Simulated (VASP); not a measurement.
Set up this calculation in VASP 6.6.1, as the native input.

| Quantity | Value |
| --- | --- |
| Task | relaxation of cell and atoms |
| Functional | PBE |
| Potentials or basis | VASP PAW PBE potentials, release 64 (Cd, Sb, O) |
| Cutoff | 520 eV |
| k mesh | 3 × 3 × 3 |
| Occupations | gaussian, width 0.15 eV |
| Spin | no spin polarisation |
| Further INCAR settings | PREC = Normal; ALGO = Fast; EDIFF = 0.0001; IBRION = 2; EDIFFG = -0.08; NSW = 24; ISIF = 3 |

The structure of CdSb2O4 lies in POSCAR:

```
CdSb2O4
1.0
    5.6996255300      0.0000000000      0.0000000000
   -2.8498127700      4.9360205000      0.0000000000
    0.0000000000      0.0000000000      5.0502362100
Cd Sb O
1 2 4
Direct
    0.0000000000      0.0000000000      0.0000000000
    0.3333333300      0.6666666700      0.0000000000
    0.6666666700      0.3333333300      0.0000000000
    0.0000000000      0.0000000000      0.5000000000
    0.5000000000      0.0000000000      0.0000000000
    0.0000000000      0.5000000000      0.0000000000
    0.5000000000      0.5000000000      0.0000000000
```

The cell was built by a generator and needn't be a form met in nature.

These files were run (other wordings do the same):

INCAR

```
ALGO     = Fast           # electronic algorithm
EDIFF    = 1E-4           # SCF threshold, eV
EDIFFG   = -0.08          # ionic threshold
ENCUT    = 520            # plane-wave cutoff, eV
GGA      = PE             # functional
IBRION   = 2              # ionic algorithm
ISIF     = 3              # what is computed and relaxed
ISMEAR   = 0              # smearing method
LASPH    = True           # aspherical terms in the spheres
LCHARG   = False          # write CHGCAR
LREAL    = False          # projectors in reciprocal space
LWAVE    = False          # write WAVECAR
NELM     = 60             # most SCF steps
NSW      = 24             # ionic steps
PREC     = Normal         # precision mode
SIGMA    = 0.15           # smearing width, eV
```

KPOINTS

```
k-points
0
Gamma
  3 3 3
```

Potentials or basis: VASP PAW PBE potentials, release 64 (Cd, Sb, O).

Run with:

```sh
$ cat potpaw_PBE.64/Cd/POTCAR potpaw_PBE.64/Sb/POTCAR potpaw_PBE.64/O/POTCAR > POTCAR
$ mpirun -np 1 vasp_std > vasp.out
```

Results of the run:

| Property | Result |
| --- | --- |
| Relaxed volume | 22.59 Å³/atom |
| Relaxed cell | a = 6.906 Å, b = 6.906 Å, c = 3.828 Å, α = 90.00°, β = 90.00°, γ = 120.00° |
| Space group after relaxing (to 0.05 Å) | P6/mmm (No. 191) |
| Energy gained by relaxing | 2590.9 meV/atom |
| Ionic steps | 14 |
| Pressure after relaxing | -0.2 GPa |
| Band gap on the k mesh | none (metal or under the smearing width) |

Caveat: the k mesh is coarse (spacing up to 0.42 Å⁻¹), so the values aren't converged.

Wall time 120 s on 1 thread of Intel(R) Xeon(R) 6975P-C (Granite Rapids), with other jobs on the host, peak memory 0.19 GiB.
